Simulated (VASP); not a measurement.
```xyz
1
Lattice="-1.5981 1.5981 1.5981 1.5981 -1.5981 1.5981 1.5981 1.5981 -1.5981" Properties=species:S:1:pos:R:3 pbc="T T T"
W      0.0000     0.0000     0.0000
```

The numbers are results of revPBE GGA, VASP's PBE PAW potentials (set 64) (plane waves; VASP 6.6.1), not measurements. Numerical set-up: 520 eV cut-off, 18×18×18 Γ-centred mesh, tetrahedra with Blöchl corrections, potentials W_sv.

Question: The job: W (bcc), 1 atom, revPBE, static run, 520 eV, 18×18×18 Γ-centred mesh. Roughly how much core time does it take on a busy server core?

Answer: About 30 core-seconds (one run on a shared machine, a rough figure). It had 195 irreducible k-points, 11 bands, up to 466 plane waves and 13 electronic steps.

The compound is W in the bcc structure. It was relaxed first.
